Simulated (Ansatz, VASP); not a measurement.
# HgSb: VASP beside Ansatz

Aim: how closely do two programs agree when they are given the same cell, functional and k mesh? The cell is invented: As first built, before any earlier steps moved the atoms (in the runner's words): it takes the SnSb structure with some of its atoms replaced by other elements, volume scaled by an estimate. It may not be a known or stable phase. The cell is taken from a series of VASP runs on this material, whose earlier steps may have relaxed, scaled or displaced it; both programs get it as it stands.

Main program and level: Ansatz 0.2.0; plane waves, with VASP 6.6.1 beside it; zone-centre phonons at LDA.

### 1. Set-up

It takes space group Fm-3m (No. 225, cubic). The conventional cell has a = 5.866 Å, b = 5.866 Å, c = 5.866 Å, α = 90.00°, β = 90.00°, γ = 90.00°. Nearest to Hg lie 6 Sb at 2.93 Å. Nearest to Sb lie 6 Hg at 2.93 Å. As first built, before any earlier steps moved the atoms (in the runner's words): sites of the SnSb structure (space group 225) filled with other elements, volume scaled by an estimate. Farther neighbours are not listed.

As a file:

```cif
data_structure
_symmetry_space_group_name_H-M 'P 1'
_symmetry_Int_Tables_number 1
_cell_length_a 4.1479
_cell_length_b 4.1479
_cell_length_c 4.1479
_cell_angle_alpha 60.000
_cell_angle_beta 60.000
_cell_angle_gamma 60.000
_cell_volume 50.46
loop_
_atom_site_label
_atom_site_type_symbol
_atom_site_fract_x
_atom_site_fract_y
_atom_site_fract_z
_atom_site_occupancy
Hg1 Hg 0.00000 0.00000 0.00000 1
Sb2 Sb 0.50000 0.50000 0.50000 1
```

### 2. Ansatz: zone-centre phonons, LDA

Ansatz runs on its default PAW (the set named soft_2) files.

Second derivatives magnify differences that forces hide, and they need a tight electronic threshold.

File input.yaml:

```yaml
crystal:
  lattice:
    - [0.0, 2.9330369599, 2.9330369599]
    - [2.9330369599, 0.0, 2.9330369599]
    - [2.9330369599, 2.9330369599, 0.0]
  atoms:
    - { symbol: Hg, position: [0.0, 0.0, 0.0] }
    - { symbol: Sb, position: [0.5, 0.5, 0.5] }
hamiltonian:
  xc: lda
  pseudopotentials: { kind: paw }
kpoints:
  mp_grid: { grid: [7, 7, 7] }
scf:
  occupations: { method: fermi_dirac, width: 0.05 }
phonons:
  method: dfpt
  qpoints: [[0, 0, 0]]
```

Launch:

```sh
> ansatz run input.yaml --threads 4 --pin off --max-ram 9216MiB --backend cpu --events-out ev --progress --plain --runs-dir out
```

Numbers of over 12 decimals in the logs are rounded to 6 here.

The program printed:

```text
Engine: ansatz 0.2.0, aarch64-unknown-linux-gnu
Pseudopotentials: kind: paw
Pseudopotential: Hg, paw, valence charge 20, recommended cutoff 420 eV (normal), Hg.paw.azcp
Pseudopotential: Sb, paw, valence charge 15, recommended cutoff 420 eV (normal), Sb.paw.azcp
Functional definition: SPW92
  exchange = slater_x
  correlation = pw_c
Crystal: 2 atoms, lattice volume = 50.464 Å³
Basis set: ecut = 420 eV, 965 PW (Γ), exchange–correlation on 60×60×60 points (8 copies of the dense FFT grid, shifted against one another)
Bands: 22, of which v1, the nominal top of the filled ones, is band 18 counted from 1 (17 counted from 0)
Symmetry: 48 space group operations
k-points: 40 of 343 (irreducible under 8 space group operations, time reversal used)
Non-local potential: Hg, projectors of the file, l = 0: 3, l = 1: 2, l = 2: 2, l = 3: 1
Non-local potential: Sb, projectors of the file, l = 0: 2, l = 1: 2, l = 2: 2, l = 3: 2
PAW form: soft (Blöchl's): semilocal exchange-correlation on the pseudo side does not see the compensation charge
PAW frozen core: Hg, regenerated for the run's functional, and the local potential with it (the file was generated under x = pbe(κ = 0.804, μ = 0.219515), c = pbe(β = 0.066725))
PAW frozen core: Sb, regenerated for the run's functional, and the local potential with it (the file was generated under x = pbe(κ = 0.804, μ = 0.219515), c = pbe(β = 0.066725))
PAW one-centre angular grid: Hg, 590 points (default); XC on 64 Gauss nodes
PAW one-centre angular grid: Sb, 590 points (default); XC on 64 Gauss nodes
Initial density: superposition of atomic densities (neutral atoms: chi_scale 0, normalization atom), corrected by the library's trained network
Initial wavefunctions: pseudopotential atomic-orbital guess
Functional: x = slater, c = lda
SCF iter   1: F=—  HF=-19858.055539 eV  |F-HF|=—  |Δ(HF+E_count)|=         —  Δρ=6.21e-3  dr2=7.89e-3  ethr=1.77e-3  ⟨swp⟩=6.2  Hψ=4148  notcnv=0
preconditioner: auto → none  [insulator: Δε(μ)=0.121 eV  Ē_g=11.161 eV  σ=0.050 eV  W_gap=0.54  n_scr=14 (ndim 8)  ℏωp=21.6 eV  f_vac=0.003  D(μ)=1.61/eV (n_scr^D=14)  ε∞_Penn≈4.7]
SCF iter   2: F=—  HF=-19858.052151 eV  |F-HF|=—  |Δ(HF+E_count)|=   3.39e-3  Δρ=2.23e-3  dr2=9.06e-4  ethr=2.26e-5  ⟨swp⟩=2.0  Hψ=1713  notcnv=0
SCF iter   3: F=—  HF=-19858.051994 eV  |F-HF|=—  |Δ(HF+E_count)|=   1.57e-4  Δρ=7.45e-4  dr2=1.61e-4  ethr=2.59e-6  ⟨swp⟩=2.9  Hψ=1639  notcnv=0
SCF iter   4: F=—  HF=-19858.051954 eV  |F-HF|=—  |Δ(HF+E_count)|=   3.99e-5  Δρ=2.32e-4  dr2=2.25e-5  ethr=4.61e-7  ⟨swp⟩=2.0  Hψ=1173  notcnv=0
SCF iter   5: F=—  HF=-19858.051953 eV  |F-HF|=—  |Δ(HF+E_count)|=   9.92e-7  Δρ=2.60e-5  dr2=2.13e-7  ethr=6.43e-8  ⟨swp⟩=2.1  Hψ=1189  notcnv=0
SCF iter   6: F=—  HF=-19858.051951 eV  |F-HF|=—  |Δ(HF+E_count)|=   2.26e-6  Δρ=3.40e-6  dr2=2.57e-9  ethr=6.07e-10  ⟨swp⟩=2.1  Hψ=1432  notcnv=0
SCF iter   7: F=—  HF=-19858.051951 eV  |F-HF|=—  |Δ(HF+E_count)|=  3.31e-10  Δρ=6.95e-7  dr2=1.92e-10  ethr=7.34e-12  ⟨swp⟩=2.5  Hψ=1557  notcnv=0
SCF iter   8: F=-19858.051951 eV  HF=-19858.051951 eV  |F-HF|=0.00e0  |Δ(HF+E_count)|=  1.09e-10  Δρ=6.03e-8  dr2=6.16e-13  ethr=1.00e-12  ⟨swp⟩=4.8  Hψ=4410  notcnv=0
SCF 1 converged in 8 iterations: F = -19858.051951 eV  dr2 = 6.16e-13
  greatest PAW one-centre occupation: 1.000 electrons in one spin orbital (limit 2), on the Hg atom at site 0 (counted from 0), in its partial waves of l = 0
DFPT response loops at Γ: preconditioner auto → Kerker (q_TF=auto, 2.567 Å⁻¹) (partly filled bands, converged f_vac=0.005); β = 1.00, the filter's whole step (`scf.mixing.beta` (0.50) is not read by the response loops under this deck's `scf.mixing.preconditioner`; to damp them name `kerker` or `kerker_dos`, under which they read `scf.mixing.beta`, and type it under 1.00, their step now; both keys bind the ground state too); Broyden in place of MSR1
SCF converged after 8 iterations
Free energy (F): -19858.051951 eV
Harris-Foulkes:  -19858.051951 eV  (|F-HF|=0.00e0)
Internal energy: -19858.038525 eV  (E = F + TS)
E sigma→0 (E₀):  -19858.045238 eV
Entropy (-TS):   -0.013426 eV (-6.713 meV/atom)
Fermi energy:    12.776599 eV
--- Per-component energies (eV) ---
  E_band       = -564.353422
  E_kinetic    = 813.705906
  E_local      = -4198.334175  (includes V_loc(G=0)·N_el)
  E_nonlocal   = 445.099838
  E_hartree    = 1838.917846
  E_xc         = -358.167595
  E_vxc        = -361.079732  (∫ρ·V_xc dr)
  E_paw        = -14080.828723  (= ΣΔE_a)
  E_vpaw       = -941.581818  (= ΣTr[D̂ρ^β])
  E_aug_tail   = 0.000842  (compensation charges beyond the density's cutoff)
  E_ewald      = -4319.567379
  E_core_change = 1.134916  (= ΣΔE_core)
  E_smearing   = -0.013426  (= −TS)
  E_closure    = 0.000000  (closes the sum)
  Σ components = -19858.051951   (vs F -19858.051951, Δ=0.00e0)
--- Band table (eV; the first three rows and the last of 40) ---
  k-point 0: bands = [... 14 lower, 5.4493, 13.0682, 13.0682, 13.0682, 13.4828, 20.3254, 20.7524, 20.7524]
  k-point 1: bands = [... 14 lower, 5.4846, 10.7809, 13.2574, 13.2574, 15.4132, 18.8522, 19.5590, 19.5590]
  k-point 2: bands = [... 14 lower, 5.5767, 8.4762, 13.7439, 13.7439, 16.1483, 17.8252, 17.9628, 17.9628]
  k-point 39: bands = [... 14 lower, 6.7434, 7.7213, 9.2507, 10.5239, 15.3033, 18.2238, 19.9265, 20.7283]
--- Phonons (Γ-DFPT): 2 representative perturbations + reference, on 40 of 343 k-points (Σ response iterations 6) ---
  k mesh reduced under 8 symmetry operations, with k and −k counted as one. Each operation leaves every solved perturbation unchanged. A smaller set is not used because it would not reduce the number of displacements times k-points to solve
  ASR residual: 5.498e-6 → 0.000e0 eV/Å²; symmetrization residual: 1.220e-5 eV/Å²
  ASR residual per site (eV/Å²): 5.50e-6 2.43e-6
  Γ frequencies (cm⁻¹): 0.00 0.00 0.00 119.22 119.22 119.22
  non-analytic LO–TO correction: not included (Born effective charges unavailable; polar crystals: no LO–TO splitting at Γ)
--- Phonons (arbitrary-q DFPT): 1 explicit q-point ---
  q = [0, 0, 0] (of the zone-centre solve; hermiticity 6.16e-6, symmetrization 6.13e-13): -0.00 -0.00 0.00 119.22 119.22 119.22
  sum rule: each row above includes the acoustic sum rule's correction from the zone centre's row sums; it moved no ω² by more than (0.09 cm⁻¹)²
```

The job ended after 6.8 s (4 threads of Arm Neoverse N1, shared host; peak memory 0.44 GiB; 24 s of CPU time).

In the SCF lines HF is the Harris–Foulkes energy and dr2 the Hartree energy of the density residual, in eV; the loop may stop once dr2 is under the threshold and the program's other checks hold. Hψ counts applications of the Hamiltonian.

### 3. VASP: zone-centre phonons, LDA

The same cell, functional (in two slightly different forms), mesh and smearing now go to VASP, with its own data sets and cutoff.

Lines of VASP's logs that name or quote its potential files are left out, and so is its time.

File INCAR:

```
SYSTEM = HgSb
PREC = Accurate
ENCUT = 400
EDIFF = 1E-08
NELM = 100
ISMEAR = -1
SIGMA = 0.05
LREAL = .FALSE.
ALGO = Normal
GGA = CA
LORBIT = 11
LWAVE = .FALSE.
LCHARG = .FALSE.
IBRION = 8
ISIF = 2
```

File POSCAR:

```
HgSb
1.0
    0.0000000000      2.9330369599      2.9330369599
    2.9330369599      0.0000000000      2.9330369599
    2.9330369599      2.9330369599      0.0000000000
Hg Sb
1 1
Direct
    0.0000000000      0.0000000000      0.0000000000
    0.5000000000      0.5000000000      0.5000000000
```

File KPOINTS:

```
Automatic mesh
0
Gamma
7 7 7
0 0 0
```

Potentials, in the order of the species: Hg and Sb (LDA family, release 64).

Launch:

```sh
> mpirun -np 1 vasp_std
```

The program printed:

```text
[banner, memory and clock lines left out]
running    1 mpi-ranks, on    1 nodes
 distrk:  each k-point on    1 cores,    1 groups
 distr:  one band on    1 cores,    1 groups

 POSCAR found type information on POSCAR HgSb
 POSCAR found :  2 types and       2 ions
 LDA part: xc-table for (Slater(with rela. corr.)+CA(PZ))
 , standard interpolation
 POSCAR, INCAR and KPOINTS ok, starting setup
 FFT: planning ... GRIDC
 FFT: planning ... GRID_SOFT
 FFT: planning ... GRID
 WAVECAR not read
 entering main loop
       N       E                     dE             d eps       ncg     rms          rms(c)
DAV:   1     0.974248981936E+02    0.97425E+02   -0.64658E+03   480   0.986E+02
DAV:   2    -0.250360660363E+01   -0.99929E+02   -0.93657E+02   536   0.265E+02
DAV:   3    -0.581053185128E+01   -0.33069E+01   -0.32416E+01   576   0.549E+01
DAV:   4    -0.582810996255E+01   -0.17578E-01   -0.17573E-01   532   0.400E+00
DAV:   5    -0.582828270392E+01   -0.17274E-03   -0.17274E-03   588   0.410E-01    0.524E+00
DAV:   6    -0.559632061918E+01    0.23196E+00   -0.70941E-01   516   0.124E+01    0.422E+00
DAV:   7    -0.558858679412E+01    0.77338E-02   -0.62501E-02   540   0.209E+00    0.226E+00
DAV:   8    -0.558428015893E+01    0.43066E-02   -0.49684E-03   524   0.987E-01    0.155E-01
DAV:   9    -0.558409316084E+01    0.18700E-03   -0.77313E-04   584   0.401E-01    0.311E-02
DAV:  10    -0.558409535106E+01   -0.21902E-05   -0.47824E-05   524   0.818E-02    0.185E-02
DAV:  11    -0.558409517601E+01    0.17505E-06   -0.21282E-06   576   0.154E-02    0.153E-03
DAV:  12    -0.558409517681E+01   -0.79922E-09   -0.13568E-07   540   0.333E-03    0.661E-04
DAV:  13    -0.558409517722E+01   -0.40632E-09   -0.11935E-09   304   0.428E-04
   1 F= -.55840952E+01 E0= -.55769953E+01  d E =-.141997E-01
 Linear response reoptimize wavefunctions to high precision
DAV:   1    -0.558409517711E+01    0.10323E-09   -0.65211E-10   380   0.376E-04
DAV:   2    -0.558409517716E+01   -0.45702E-10   -0.74825E-11   284   0.722E-05
 Linear response DOF=           2
 Linear response progress:
  Degree of freedom:   1/  2
       N       E                     dE             d eps       ncg     rms          rms(c)
RMM:   1    -0.373885171744E+00   -0.37389E+00   -0.14297E-01  1535   0.339E+00
RMM:   2    -0.372584168759E+00    0.13010E-02   -0.14142E-03  1470   0.322E-01    0.462E-02
RMM:   3    -0.372199022664E+00    0.38515E-03   -0.95685E-05  1484   0.713E-02    0.255E-02
RMM:   4    -0.371960005685E+00    0.23902E-03   -0.47088E-05  1529   0.491E-02    0.101E-02
RMM:   5    -0.371946463884E+00    0.13542E-04   -0.11225E-06  1561   0.767E-03    0.669E-04
RMM:   6    -0.371934880197E+00    0.11584E-04   -0.12315E-07  1560   0.223E-03    0.313E-04
RMM:   7    -0.371933495176E+00    0.13850E-05   -0.28749E-08  1544   0.642E-04    0.441E-05
RMM:   8    -0.371933005109E+00    0.49007E-06   -0.22527E-08  1626   0.149E-04    0.151E-05
RMM:   9    -0.371932925714E+00    0.79395E-07   -0.22938E-08  1603   0.905E-05    0.377E-06
RMM:  10    -0.371932944791E+00   -0.19078E-07   -0.22391E-08  1480   0.799E-05    0.551E-07
RMM:  11    -0.371932956156E+00   -0.11364E-07   -0.21297E-08   954   0.763E-05    0.217E-07
RMM:  12    -0.371932956457E+00   -0.30157E-09   -0.18304E-08   831   0.761E-05    0.106E-07
 first order change of Fermi-energy  -0.15916E-03
 force on displaced ion       1 direction 1 :  -4.021   0.000   0.000
 Linear response progress:
  Degree of freedom:   2/  2
       N       E                     dE             d eps       ncg     rms          rms(c)
RMM:   1    -0.253100957716E-01   -0.25310E-01    0.10601E-02  1595   0.141E+00
RMM:   2    -0.240860314554E-01    0.12241E-02   -0.15238E-03  1506   0.263E-01    0.385E-02
RMM:   3    -0.240200934957E-01    0.65938E-04   -0.33495E-05  1537   0.438E-02    0.211E-02
RMM:   4    -0.239466530417E-01    0.73440E-04   -0.87551E-06  1516   0.207E-02    0.382E-03
RMM:   5    -0.239326130907E-01    0.14040E-04   -0.20859E-07  1555   0.361E-03    0.678E-04
RMM:   6    -0.239327085179E-01   -0.95427E-07   -0.31075E-08  1543   0.116E-03    0.194E-04
RMM:   7    -0.239331504438E-01   -0.44193E-06   -0.51277E-09  1454   0.253E-04    0.482E-05
RMM:   8    -0.239331933788E-01   -0.42935E-07   -0.87222E-10  1606   0.671E-05    0.104E-05
RMM:   9    -0.239331725655E-01    0.20813E-07   -0.26611E-10  1586   0.331E-05    0.139E-06
RMM:  10    -0.239331748824E-01   -0.23169E-08    0.12694E-08  1227   0.182E-05    0.655E-07
 first order change of Fermi-energy   0.36462E-03
 force on displaced ion       2 direction 1 :  -4.015   0.000   0.000
 Linear response finished
```

OUTCAR, selected parts (step 3):

```text
ion  position               nearest neighbor table
   1  0.000  0.000  0.000-   2 2.93   2 2.93   2 2.93   2 2.93   2 2.93   2 2.93
   2  0.500  0.500  0.500-   1 2.93   1 2.93   1 2.93   1 2.93   1 2.93   1 2.93

  LATTYP: Found a face centered cubic cell.
 ALAT       =     5.8660739198

 Subroutine GETGRP returns: Found 48 space group operations
 (whereof 48 operations were pure point group operations)

The static configuration has the point symmetry O_h .

 Found     20 irreducible k-points:

   k-points           NKPTS =     20   k-points in BZ     NKDIM =     20   number of bands    NBANDS=     12

   dimension x,y,z NGX =    28 NGY =   28 NGZ =   28
   dimension x,y,z NGXF=    56 NGYF=   56 NGZF=   56

   ENCUT  =  400.0 eV  29.40 Ry    5.42 a.u.   6.76  6.76  6.76*2*pi/ulx,y,z

   NELECT =      17.0000    total number of electrons

 k-points in reciprocal lattice and weights: Automatic mesh
   0.00000000  0.00000000  0.00000000       0.003
   0.14285714  0.00000000  0.00000000       0.023
   0.28571429  0.00000000  0.00000000       0.023
   0.42857143  0.00000000  0.00000000       0.023
   0.14285714  0.14285714  0.00000000       0.017
   0.28571429  0.14285714  0.00000000       0.070
   0.42857143  0.14285714  0.00000000       0.070
  -0.42857143  0.14285714  0.00000000       0.070
  -0.28571429  0.14285714  0.00000000       0.070
[...]
-0.42857143  0.42857143  0.14285714       0.070
  -0.28571429  0.42857143  0.14285714       0.070

 average (electrostatic) potential at core
       1 -38.5504       2 -88.1034

  Total        0.0017292      0.0017292      0.0017292     -0.0000000      0.0000000     -0.0000000
  in kB        0.0548991      0.0548991      0.0548991     -0.0000000      0.0000000     -0.0000000
  external PRESSURE =       0.0548991 kB  Pullay stress =       0.0000000 kB

  energy-cutoff  :      400.00
  volume of cell :       50.46
      direct lattice vectors                 reciprocal lattice vectors
     0.000000000  2.933036960  2.933036960    -0.170471769  0.170471769  0.170471769
     2.933036960  0.000000000  2.933036960     0.170471769 -0.170471769  0.170471769
     2.933036960  2.933036960  0.000000000     0.170471769  0.170471769 -0.170471769

 POSITION                                       TOTAL-FORCE (eV/Angst)
 -----------------------------------------------------------------------------------
      0.00000      0.00000      0.00000        -0.000000      0.000000     -0.000000
      2.93304      2.93304      2.93304         0.000000     -0.000000      0.000000
 -----------------------------------------------------------------------------------
    total drift:                               -0.000000      0.000000      0.000000

 Eigenvectors and eigenvalues of the dynamical matrix
 ----------------------------------------------------

   1 f  =    3.599792 THz    22.618157 2PiTHz  120.076120 cm-1    14.887535 meV
             X         Y         Z           dx          dy          dz
      0.000000  0.000000  0.000000     0.000000    0.000000   -0.614853
      2.933037  2.933037  2.933037     0.000000    0.000000    0.788642

   2 f  =    3.599792 THz    22.618157 2PiTHz  120.076120 cm-1    14.887535 meV
             X         Y         Z           dx          dy          dz
      0.000000  0.000000  0.000000    -0.614853    0.000000    0.000000
      2.933037  2.933037  2.933037     0.788642   -0.000000    0.000000

   3 f  =    3.599792 THz    22.618157 2PiTHz  120.076120 cm-1    14.887535 meV
             X         Y         Z           dx          dy          dz
      0.000000  0.000000  0.000000     0.000000    0.614853   -0.000000
      2.933037  2.933037  2.933037    -0.000000   -0.788642    0.000000

   4 f/i=    0.001252 THz     0.007869 2PiTHz    0.041774 cm-1     0.005179 meV
             X         Y         Z           dx          dy          dz
      0.000000  0.000000  0.000000     0.482175    0.542391   -0.308666
      2.933037  2.933037  2.933037     0.375921    0.422867   -0.240647

   5 f/i=    0.001252 THz     0.007869 2PiTHz    0.041774 cm-1     0.005179 meV
             X         Y         Z           dx          dy          dz
      0.000000  0.000000  0.000000     0.540788   -0.168468    0.548746
      2.933037  2.933037  2.933037     0.421618   -0.131343    0.427822

   6 f/i=    0.001252 THz     0.007869 2PiTHz    0.041774 cm-1     0.005179 meV
             X         Y         Z           dx          dy          dz
      0.000000  0.000000  0.000000     0.311466   -0.547162   -0.474930
      2.933037  2.933037  2.933037     0.242830   -0.426587   -0.370272

 ELASTIC MODULI CONTR FROM IONIC RELAXATION (kBar)
 Direction    XX          YY          ZZ          XY          YZ          ZX
 --------------------------------------------------------------------------------
 XX           0.0000      0.0000      0.0000      0.0000      0.0000      0.0000
 YY           0.0000      0.0000      0.0000      0.0000      0.0000      0.0000
 ZZ           0.0000      0.0000      0.0000      0.0000      0.0000      0.0000
 XY           0.0000      0.0000      0.0000      0.0000      0.0000      0.0000
 YZ           0.0000      0.0000      0.0000      0.0000      0.0000      0.0000
 ZX           0.0000      0.0000      0.0000      0.0000      0.0000      0.0000
 --------------------------------------------------------------------------------
```

### 4. Differences

Known differences besides the potentials themselves: the two LDA forms differ slightly; the data sets hold 35 valence electrons in Ansatz (default PAW (the set named soft_2) files) and 17 in VASP; the cutoff is 420 eV in Ansatz and 400 eV in VASP; VASP's log shows a relativistic correction to its local exchange, Ansatz's none. Total energies have different zeros and are not compared.

The two programs side by side:

| quantity | Ansatz | VASP | difference |
| --- | --- | --- | --- |
| optical mode 1 to 3 (cm⁻¹) | 119.2 | 120.1 | -0.71 % |

Modes are paired by rising frequency and degeneracy, not by their patterns, so a pair may still set unlike modes beside each other.

### 5. Summary of results

- r.m.s. difference of the optical zone-centre modes, each program's sorted by frequency (zone-centre phonons, LDA): 0.86 cm⁻¹
- difference in optical mode 1 to 3 (zone-centre phonons, LDA): -0.7 %

In words: The r.m.s. difference of the optical zone-centre modes, each program's sorted by frequency is 0.86 cm⁻¹ (zone-centre phonons, LDA). Among the rows given in per cent, the largest difference of the zone-centre phonons, LDA pair is in optical mode 1 to 3, -0.7 %. How closely two codes agree says nothing of how well the functional describes the real material.

[Lines on the potential files, build, host, timing and source positions are cut from VASP's logs without a mark.]

[Logs are printed without paths, hosts, clocks, repeated set-up lines and the standing remarks that a program may print on its own settings, such as how far it seeks lower states.]

[Hosts, paths, dates, database ids (printed as entryN), source tags and the programs' standing remarks are cut or masked in the printed files.]
